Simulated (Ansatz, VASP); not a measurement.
## Cross-check of Si2SnC (CuAu-ordered zincblende type (invented)) between VASP and Ansatz

Aim: how closely do two programs agree when they are given the same cell, functional and k mesh? The cell is generated by rule, not measured, and may not be a known phase. The two relaxations start from unlike cells of this crystal (the structure described is Ansatz's start), so only their ends are compared.

Calculated with Ansatz 0.2.0; plane waves, with VASP 6.6.1 beside it; relaxation of cell and atoms at PBE.

### 1. Set-up

The structure is tetragonal, space group P-4m2 (No. 115). The conventional cell has a = 3.420 Å, b = 3.420 Å, c = 5.867 Å, α = 90.00°, β = 90.00°, γ = 90.00°. Nearest to C lie 4 Si at 1.95 Å. Sn has 4 Si at 2.63 Å nearest. Nearest to Si lie 2 C at 1.95 Å and 2 Sn at 2.63 Å. Farther neighbours are not listed.

Structure file:

```xyz
4
Lattice="3.4197 0.0000 0.0000 0.0000 3.4197 0.0000 0.0000 0.0000 5.8669" Properties=species:S:1:pos:R:3 pbc="T T T"
C     0.0000    0.0000    0.0000
Sn    1.7099    1.7099    2.9334
Si    0.0000    1.7099    0.9304
Si    1.7099    0.0000    4.9365
```

### 2. VASP: relaxation of cell and atoms, PBE

The relaxed volume is the usual yardstick between codes: in a stiff, nearly cubic crystal its relative difference is about their pressure difference at one cell divided by the bulk modulus.

Lines of VASP's logs that name or quote its potential files are left out, and so is its time.

INCAR

```
SYSTEM = Si2SnC
PREC = Accurate
ENCUT = 600
EDIFF = 1E-07
NELM = 120
ISMEAR = 0
SIGMA = 0.1
LREAL = .FALSE.
ALGO = Normal
GGA = PE
NBANDS = 19
LORBIT = 11
LWAVE = .FALSE.
LCHARG = .FALSE.
ISIF = 3
IBRION = 2
NSW = 80
EDIFFG = -0.005
LASPH = .TRUE.
GGA_COMPAT = .FALSE.
NELMIN = 4
KPAR = 2
```

POSCAR

```
Si2SnC
1.0
    3.0424459911      0.0000000000      0.0000000000
    0.0000000000      3.0424459911      0.0000000000
    0.0000000000      0.0000000000      7.6939859380
C Sn Si
1 1 2
Direct
    0.0000000000      0.0000000000      0.0000000000
    0.5000000000      0.5000000000      0.5000000000
    0.0000000000      0.5000000000      0.1452746749
    0.5000000000      0.0000000000      0.8547253251
```

KPOINTS

```
Automatic mesh
0
Gamma
12 12 8
0 0 0
```

PAW data sets: C, Sn_d and Si (PBE family, release 64).

Started as:

```console
$ mpirun -np 2 vasp_std
```

Numbers of over 12 decimals in the logs are rounded to 6 here.

What it wrote:

```text
[banner, memory and clock lines left out]
running    2 mpi-ranks, on    1 nodes
 distrk:  each k-point on    1 cores,    2 groups
 distr:  one band on    1 cores,    1 groups

 POSCAR found type information on POSCAR C SnSi
 POSCAR found :  3 types and       4 ions
 LDA part: xc-table for (Slater+PW92), standard interpolation
 POSCAR, INCAR and KPOINTS ok, starting setup
 FFT: planning ... GRIDC
 FFT: planning ... GRID_SOFT
 FFT: planning ... GRID
 WAVECAR not read
 entering main loop
       N       E                     dE             d eps       ncg     rms          rms(c)
DAV:   1     0.176704497025E+03    0.17670E+03   -0.13533E+04  5362   0.177E+03
DAV:   2    -0.354969306532E+01   -0.18025E+03   -0.17375E+03  5602   0.405E+02
DAV:   3    -0.240200202804E+02   -0.20470E+02   -0.19905E+02  6613   0.113E+02
DAV:   4    -0.249066215389E+02   -0.88660E+00   -0.88137E+00  6611   0.224E+01
DAV:   5    -0.249324067949E+02   -0.25785E-01   -0.25768E-01  6820   0.404E+00    0.942E+00
DAV:   6    -0.221678466070E+02    0.27646E+01   -0.11749E+01  6804   0.167E+01    0.400E+00
DAV:   7    -0.223054098695E+02   -0.13756E+00   -0.19622E+00  5793   0.614E+00    0.223E+00
DAV:   8    -0.222869437926E+02    0.18466E-01   -0.97910E-02  6648   0.164E+00    0.958E-01
DAV:   9    -0.222842961128E+02    0.26477E-02   -0.16090E-02  6132   0.815E-01    0.160E-01
DAV:  10    -0.222841304189E+02    0.16569E-03   -0.25300E-03  6227   0.244E-01    0.825E-02
DAV:  11    -0.222841908185E+02   -0.60400E-04   -0.34017E-04  6580   0.101E-01    0.292E-02
DAV:  12    -0.222841844850E+02    0.63334E-05   -0.21008E-05  6545   0.254E-02    0.147E-02
DAV:  13    -0.222841840294E+02    0.45560E-06   -0.85689E-06  6197   0.137E-02    0.304E-03
DAV:  14    -0.222841841878E+02   -0.15836E-06   -0.74437E-07  6763   0.450E-03    0.196E-03
DAV:  15    -0.222841841339E+02    0.53880E-07   -0.29382E-08  3272   0.109E-03
   1 F= -.22284184E+02 E0= -.22280362E+02  d E =-.222842E+02
[...]
2 F= -.22284271E+02 E0= -.22280402E+02  d E =-.868874E-04
[...]
3 F= -.22284272E+02 E0= -.22280397E+02  d E =-.878201E-04
[...]
4 F= -.22284335E+02 E0= -.22280424E+02  d E =-.630958E-04
 trial-energy change:   -0.000063  1 .order   -0.000062   -0.000099   -0.000025
 step:   1.3019(harm=  1.3284)  dis= 0.00168  next Energy=   -22.284339 (dE=-0.670E-04)
 bond charge predicted
       N       E                     dE             d eps       ncg     rms          rms(c)
DAV:   1    -0.222843553429E+02   -0.20263E-04   -0.66842E-04  5686   0.186E-01    0.196E-02
DAV:   2    -0.222843450528E+02    0.10290E-04   -0.32148E-05  6798   0.519E-02    0.121E-02
DAV:   3    -0.222843398838E+02    0.51690E-05   -0.13554E-05  7029   0.314E-02    0.270E-03
DAV:   4    -0.222843398364E+02    0.47313E-07   -0.18887E-06  6021   0.895E-03    0.141E-03
DAV:   5    -0.222843398439E+02   -0.74428E-08   -0.23337E-07  4552   0.324E-03
   5 F= -.22284340E+02 E0= -.22280417E+02  d E =-.678899E-04
 curvature:  -1.09 expect dE=-0.402E-05 dE for cont linesearch -0.958E-07
 trial: gam=-0.00624 g(F)=  0.220E-05 g(S)=  0.149E-05 ort = 0.381E-05 (trialstep = 0.106E+01)
 search vector abs. value=  0.364E-05
 reached required accuracy - stopping structural energy minimisation
```

Parts of OUTCAR (step 2):

```text
ion  position               nearest neighbor table
   1  0.000  0.000  0.000-   3 1.89   4 1.89   3 1.89   4 1.89
   2  0.500  0.500  0.500-   3 3.12   4 3.12   4 3.12   3 3.12
   3  0.000  0.500  0.145-   1 1.89   1 1.89   4 3.10   4 3.10   4 3.10   4 3.10   2 3.12   2 3.12

  LATTYP: Found a simple tetragonal cell.
 ALAT       =     3.0424459911
 C/A-ratio  =     2.5288816829

 Subroutine GETGRP returns: Found  8 space group operations
 (whereof  8 operations were pure point group operations)

The static configuration has the point symmetry D_2d.

 Found    140 irreducible k-points:

   k-points           NKPTS =    140   k-points in BZ     NKDIM =    140   number of bands    NBANDS=     19

   dimension x,y,z NGX =    24 NGY =   24 NGZ =   64
   dimension x,y,z NGXF=    48 NGYF=   48 NGZF=  128

   ENCUT  =  600.0 eV  44.10 Ry    6.64 a.u.   6.08  6.08 15.37*2*pi/ulx,y,z

   NELECT =      26.0000    total number of electrons

 k-points in reciprocal lattice and weights: Automatic mesh
   0.00000000  0.00000000  0.00000000       0.001
   0.08333333  0.00000000  0.00000000       0.003
   0.16666667  0.00000000  0.00000000       0.003
   0.25000000  0.00000000  0.00000000       0.003
   0.33333333  0.00000000  0.00000000       0.003
   0.41666667  0.00000000  0.00000000       0.003
   0.50000000  0.00000000  0.00000000       0.002
   0.08333333  0.08333333  0.00000000       0.003
   0.16666667  0.08333333  0.00000000       0.007
[...]
0.50000000  0.41666667  0.50000000       0.003
   0.50000000  0.50000000  0.50000000       0.001

 average (electrostatic) potential at core
       1 -47.1887       2 -99.8367       3 -82.3844       4 -82.3844

 E-fermi :   7.3047

 k-point     1 :       0.0000    0.0000    0.0000
  band No.  band energies     occupation
    ...
      8      -2.1665      2.00000
      9       4.1386      2.00000
     10       4.1461      2.00000
     11       4.3647      2.00000
     12       4.3647      2.00000
     13       9.2786      0.00000
     14      10.8012      0.00000
     15      12.2074      0.00000
     16      12.3884      0.00000
     17      12.3884      0.00000
    ...

 k-point     2 :       0.0833    0.0000    0.0000
  band No.  band energies     occupation
    ...
      8      -2.0762      2.00000
      9       3.5306      2.00000
     10       4.1902      2.00000
     11       4.4143      2.00000
     12       4.5167      2.00000
     13       9.5593      0.00000
     14      10.3996      0.00000
     15      11.4608      0.00000
     16      12.4432      0.00000
     17      12.5026      0.00000
    ...

 k-point     3 :       0.1667    0.0000    0.0000
  band No.  band energies     occupation
    ...
      8      -1.8146      2.00000
      9       2.3182      2.00000
     10       4.2982      2.00000
     11       4.5550      2.00000
     12       4.7950      2.00000
     13       9.0098      0.00000
     14       9.4857      0.00000
     15      10.4468      0.00000
     16      12.1114      0.00000
     17      12.5877      0.00000
    ...

  Total        0.0077605      0.0077605     -0.0017512      0.0000000      0.0000000     -0.0000000
  in kB        0.1742908      0.1742908     -0.0393291      0.0000000      0.0000000     -0.0000000
  external PRESSURE =       0.1030842 kB  Pullay stress =       0.0000000 kB

  energy-cutoff  :      600.00
  volume of cell :       71.34
      direct lattice vectors                 reciprocal lattice vectors
     3.040864987  0.000000000  0.000000000     0.328853798  0.000000000  0.000000000
     0.000000000  3.040864987  0.000000000     0.000000000  0.328853798  0.000000000
    -0.000000000  0.000000000  7.714914135    -0.000000000  0.000000000  0.129619071

 POSITION                                       TOTAL-FORCE (eV/Angst)
 -----------------------------------------------------------------------------------
     -0.00000      0.00000      7.71491         0.000000     -0.000000      0.000000
      1.52043      1.52043      3.85746        -0.000000      0.000000      0.000000
      3.04086      1.52043      1.11901         0.000000     -0.000000     -0.004770
      1.52043      0.00000      6.59591        -0.000000     -0.000000      0.004770
 -----------------------------------------------------------------------------------
    total drift:                                0.000000      0.000000     -0.000000

  FREE ENERGIE OF THE ION-ELECTRON SYSTEM (eV)
  ---------------------------------------------------
  free  energy   TOTEN  =       -22.2843398439 eV

  energy  without entropy=      -22.2764951105  energy(sigma->0) =      -22.28041748

 reached required accuracy - stopping structural energy minimisation

 total charge
# of ion       s       p       d       tot
------------------------------------------
    1        0.863   1.642   0.000   2.505
    2        1.275   0.921   9.994  12.190
    3        0.790   0.815   0.000   1.605
    4        0.790   0.815   0.000   1.605
--------------------------------------------------
tot          3.717   4.193   9.994  17.905

[... 3 further parts left out ...]
```

CONTCAR:

```
Si2SnC
   1.00000000000000
     3.0408649871741291    0.0000000000000000    0.0000000000000000
     0.0000000000000000    3.0408649871741291    0.0000000000000000
    -0.0000000000000000    0.0000000000000000    7.7149141346329566
  C               Sn              Si
     1     1     2
Direct
     0.0000000000000000    0.0000000000000000    1.0000000000000000
     0.5000000000000000    0.5000000000000000    0.5000000000000000
     1.0000000000000000    0.5000000000000000    0.1450448559112643
     0.5000000000000000    0.0000000000000000    0.8549551440887357
```

### 3. Ansatz: relaxation of cell and atoms, PBE

Ansatz runs on its default PAW (the set named soft_2) files.

Its own start cell and the same functional, mesh and smearing now go to Ansatz, which takes its cutoff from its data sets.

input.yaml

```yaml
crystal:
  lattice:
    - [3.4197320093, 0.0, 0.0]
    - [0.0, 3.4197320093, 0.0]
    - [0.0, 0.0, 5.8668923461]
  atoms:
    - { symbol: C, position: [0.0, 0.0, 0.0] }
    - { symbol: Sn, position: [0.5, 0.5, 0.5] }
    - { symbol: Si, position: [0.0, 0.5, 0.1585911555] }
    - { symbol: Si, position: [0.5, 0.0, 0.8414088445] }
kpoints:
  mp_grid: { grid: [12, 12, 8] }
hamiltonian:
  xc: pbe
scf:
  occupations: { method: gaussian, width: 0.1 }
output:
  forces: true
  stress: true
  eigenvalues: true
  write_density: true
  write_potential: true
  elf: true
  volumetric_format: npy
relax:
  adjacent_minimum: "off"
  f_tol: 0.005
  max_steps: 80
  cell: { stress_tol: 0.05 }
```

Started as:

```console
$ ansatz run input.yaml --threads 2 --pin off --max-ram 5120MiB --backend cpu --events-out ev --progress --plain --runs-dir out
```

What it wrote:

```text
Engine: ansatz 0.2.0, x86_64-unknown-linux-gnu
Pseudopotentials: kind: paw
Pseudopotential: C, paw, valence charge 4, recommended cutoff 420 eV (normal), C.paw.azcp
Pseudopotential: Sn, paw, valence charge 14, recommended cutoff 420 eV (normal), Sn.paw.azcp
Pseudopotential: Si, paw, valence charge 4, recommended cutoff 420 eV (normal), Si.paw.azcp
Functional definition: PBE
  parameter kappa = 0.804
  parameter beta = 0.066725
  exchange = pbe_x(kappa = kappa, mu = beta*pi^2/3)
  correlation = pbe_c(beta = beta)
Crystal: 4 atoms, lattice volume = 68.611 Å³
Basis set: ecut = 420 eV, 1359 PW (Γ), exchange–correlation on 48×48×80 points (8 copies of the dense FFT grid, shifted against one another)
Bands: 17, of which v1, the nominal top of the filled ones, is band 13 counted from 1 (12 counted from 0)
Symmetry: 8 space group operations
Space group: P-4m2 (ITA 115), of the structure as read, at distance tolerance 4.1e-5 Å
k-points: 140 of 1152 (time reversal used)
Non-local potential: C, projectors of the file, l = 0: 2, l = 1: 2, l = 2: 1
Non-local potential: Sn, projectors of the file, l = 0: 2, l = 1: 2, l = 2: 2, l = 3: 2
Non-local potential: Si, projectors of the file, l = 0: 2, l = 1: 2, l = 2: 2
PAW form: soft (Blöchl's): semilocal exchange-correlation on the pseudo side does not see the compensation charge
PAW one-centre angular grid: C, 110 points (default); XC on 64 Gauss nodes
PAW one-centre angular grid: Sn, 590 points (default); XC on 64 Gauss nodes
PAW one-centre angular grid: Si, 110 points (default); XC on 64 Gauss nodes
Initial density: superposition of atomic densities (neutral atoms: chi_scale 0, normalization atom), corrected by the library's trained network
Initial wavefunctions: pseudopotential atomic-orbital guess
Functional: x = pbe(κ = 0.804, μ = 0.219515), c = pbe(β = 0.066725)
SCF iter   1: F=—  HF=-7544.464613 eV  |F-HF|=—  |Δ(HF+E_count)|=         —  Δρ=4.44e-3  dr2=1.42e-2  ethr=1.77e-3  ⟨swp⟩=6.0  Hψ=13885  notcnv=0
preconditioner: auto → Kerker (q_TF=auto, 2.321 Å⁻¹)  [metal: Δε(μ)=0.006 eV  Ē_g=14.525 eV  σ=0.100 eV  W_gap=0.04  n_scr=16 (ndim 8)  ℏωp=22.9 eV  f_vac=0.000  D(μ)=2.89/eV (n_scr^D=20)]
SCF iter   2: F=—  HF=-7544.462936 eV  |F-HF|=—  |Δ(HF+E_count)|=   1.68e-3  Δρ=2.65e-3  dr2=5.00e-3  ethr=5.45e-5  ⟨swp⟩=2.1  Hψ=5282  notcnv=0
SCF iter   3: F=—  HF=-7544.462746 eV  |F-HF|=—  |Δ(HF+E_count)|=   1.90e-4  Δρ=8.77e-4  dr2=7.06e-4  ethr=1.92e-5  ⟨swp⟩=1.0  Hψ=2374  notcnv=0
SCF iter   4: F=—  HF=-7544.462647 eV  |F-HF|=—  |Δ(HF+E_count)|=   9.92e-5  Δρ=2.09e-4  dr2=2.28e-5  ethr=2.72e-6  ⟨swp⟩=2.4  Hψ=3405  notcnv=0
SCF iter   5: F=—  HF=-7544.462630 eV  |F-HF|=—  |Δ(HF+E_count)|=   1.73e-5  Δρ=4.06e-5  dr2=1.23e-6  ethr=8.76e-8  ⟨swp⟩=2.3  Hψ=4151  notcnv=0
SCF iter   6: F=-7544.462630 eV  HF=-7544.462630 eV  |F-HF|=3.92e-9  |Δ(HF+E_count)|=   3.46e-8  Δρ=7.21e-6  dr2=2.88e-8  ethr=3.85e-10  ⟨swp⟩=7.6  Hψ=17243  notcnv=0
SCF 1 converged in 6 iterations: F = -7544.462630 eV  dr2 = 2.88e-8
  greatest PAW one-centre occupation: 0.991 electrons in one spin orbital (limit 2), on the Sn atom at site 1 (counted from 0), in its partial waves of l = 2
relax step   1: F+E_penalty+E_count = -7544.46262975 eV  Δ(F+E_penalty+E_count) = +0.000e0 eV  max|allowed force component| = 2.277e-1 eV/Å  Δτ_max = 0.0000 Å  P = +0.917 GPa  Ω = 68.611 Å³  (6 SCF iters, dr2 threshold 1.00e-7 eV, accepted)
[...]
relax step  12: F+E_penalty+E_count = -7545.13511347 eV  Δ(F+E_penalty+E_count) = -1.725e-2 eV  max|allowed force component| = 8.365e-4 eV/Å  Δτ_max = 0.0110 Å  P = +0.518 GPa  Ω = 70.760 Å³  energy of the carried Pulay correction = -4.105e-4 eV  (5 SCF iters, dr2 threshold 4.00e-7 eV, accepted)
[...]
relax step  13: F+E_penalty+E_count = -7545.13654119 eV  Δ(F+E_penalty+E_count) = -1.428e-3 eV  max|allowed force component| = 1.555e-3 eV/Å  Δτ_max = 0.0050 Å  P = +0.051 GPa  Ω = 71.307 Å³  energy of the carried Pulay correction = -7.469e-4 eV  (5 SCF iters, dr2 threshold 4.00e-7 eV, accepted)
[...]
relax step  14: F+E_penalty+E_count = -7545.13650724 eV  Δ(F+E_penalty+E_count) = +3.394e-5 eV  max|allowed force component| = 1.157e-2 eV/Å  Δτ_max = 0.0007 Å  P = +0.010 GPa  Ω = 71.366 Å³  energy of the carried Pulay correction = -7.842e-4 eV  (5 SCF iters, dr2 threshold 1.18e-8 eV, accepted)
[...]
relax step  15: F+E_penalty+E_count = -7545.13652185 eV  Δ(F+E_penalty+E_count) = -1.461e-5 eV  max|allowed force component| = 2.388e-4 eV/Å  Δτ_max = 0.0005 Å  P = -0.001 GPa  Ω = 71.355 Å³  energy of the carried Pulay correction = -7.772e-4 eV  (4 SCF iters, dr2 threshold 8.37e-9 eV, accepted)
[...]
relax step  16: F+E_penalty+E_count = -7545.13759496 eV  Δ(F+E_penalty+E_count) = -1.073e-3 eV  max|allowed force component| = 3.841e-4 eV/Å  Δτ_max = 0.0000 Å  P = +0.018 GPa  Ω = 71.355 Å³  stress off target by 4.97e-2 GPa  SCF on the basis re-selected at this cell (its energy is not comparable with the rows above)  (6 SCF iters)
basis re-selected at this cell: Δ(F+E_penalty+E_count) = -1.073e-3 eV, ΔP = +0.020 GPa vs the last step (what re-selecting the basis moved, of the pressure what is left beyond the Pulay correction that the steps carried, after the strain that the cell walked since its last selection, with what the two solves' SCF thresholds leave and, on support functions, any second-order correction that the steps lacked; it is no m [...]
SCF converged after 6 iterations
Free energy (F): -7545.137595 eV
Harris-Foulkes:  -7545.137595 eV  (|F-HF|=9.09e-13)
Internal energy: -7545.129781 eV  (E = F + TS)
E sigma→0 (E₀):  -7545.133688 eV
Entropy (-TS):   -0.007814 eV (-1.953 meV/atom)
Fermi energy:    8.871749 eV
--- Per-component energies (eV) ---
  E_band       = -76.693745
  E_kinetic    = 356.449634
  E_local      = -1310.824725  (includes V_loc(G=0)·N_el)
  E_nonlocal   = 45.528142
  E_hartree    = 722.994619
  E_xc         = -541.432191
  E_vxc        = -249.545144  (∫ρ·V_xc dr)
  E_paw        = -5259.174843  (= ΣΔE_a)
  E_vpaw       = -364.290936  (= ΣTr[D̂ρ^β])
  E_aug_tail   = 0.000019  (compensation charges beyond the density's cutoff)
  E_ewald      = -1558.670437
  E_smearing   = -0.007814  (= −TS)
  E_closure    = 0.000000  (closes the sum)
  Σ components = -7545.137595   (vs F -7545.137595, Δ=0.00e0)
--- Forces (eV/Å), atoms counted from 1 ---
  atom   1  C      0.00000000    -0.00000000    -0.00000000
  atom   2  Sn     0.00000000    -0.00000000     0.00000000
  atom   3  Si    -0.00000000     0.00000000    -0.00038410
  atom   4  Si    -0.00000000     0.00000000     0.00038410
  max |Σ_I F_I| component: 3.61e-16 eV/Å
--- Stress (GPa, compression-positive) ---
        0.002657      -0.000000      -0.000000
       -0.000000       0.002657       0.000000
       -0.000000       0.000000       0.049719
  P = ⅓ Tr σ = 0.0183 GPa (0.183 kbar)
--- Band table (eV; the first three rows and the last of 140) ---
  k-point 0: bands = [... 9 lower, 5.7144, 5.9188, 5.9188, 10.8346, 12.3626, 13.7562, 13.9546, 13.9546]
  k-point 1: bands = [... 9 lower, 5.9193, 5.9193, 6.6896, 10.7783, 12.3546, 13.7137, 13.8334, 13.8334]
  k-point 2: bands = [... 9 lower, 5.9200, 5.9200, 7.6682, 10.5892, 12.3317, 13.5962, 13.6454, 13.6454]
  k-point 139: bands = [... 9 lower, 5.3334, 5.5226, 6.3311, 6.3311, 9.4720, 9.4720, 9.6864, 11.2365]
--- Relaxed structure (14 steps of the walk, 13 accepted, 2 SCFs on fresh bases) ---
  F+E_penalty+E_count = -7545.13759496 eV   max|allowed force component| = 3.841e-4 eV/Å   (the final SCF, on the basis selected at the relaxed cell)
  cell:  # Å, volume = 71.3552 Å³
    - [3.041077, 0, -6.143876823038445e-17]
    - [0, 3.041077, 0]
    - [-1.0540435276927953e-16, 0, 7.715623]
  atoms:
    - { symbol: C, position: [0, 0, 1.4784006366930912e-19] }
    - { symbol: Sn, position: [0.5, 0.5, 0.500000] }
    - { symbol: Si, position: [6.430747024880629e-19, 0.5, 0.145086] }
    - { symbol: Si, position: [0.5, 0, 0.854914] }
```

Reading the cycles: dr2 is the Hartree energy of the density residual (eV), the measure of convergence; HF is the Harris–Foulkes estimate of the energy, which meets the free energy F at convergence.

### 4. Differences

Known differences besides the potentials themselves: the cutoff is 420 eV in Ansatz and 600 eV in VASP; Ansatz adds a Pulay correction to the stress that steers its cell, VASP none. Total energies have different zeros and are not compared.

Both answers:

```
                                         quantity  Ansatz   VASP  difference
                                      volume (Å³)   71.36  71.34     +0.02 %
edge a after relaxation, in the typed setting (Å)   3.041  3.041     +0.01 %
edge c after relaxation, in the typed setting (Å)   7.716  7.715     +0.01 %
```

### 5. Summary of results

| Item | Value |
| --- | --- |
| difference in volume (relaxation of cell and atoms, PBE) | 0.023 % |

In words: The difference in volume is 0.023 % (relaxation of cell and atoms, PBE), within the 1.2 % picked in this series as the mark of a large difference, as far as the stopping tolerances let one tell. 1 further run of this series is not shown here. Such differences can come from data sets, numerical settings and the points named under the comparisons, not from the functional's error against experiment.

[Lines on the potential files, build, host, timing and source positions are cut from VASP's logs without a mark.]

[Logs are printed without paths, hosts, clocks, repeated set-up lines and the standing remarks that a program may print on its own settings, such as how far it seeks lower states.]

[Hosts, paths, dates, database ids (printed as entryN), source tags and the programs' standing remarks are cut or masked in the printed files.]
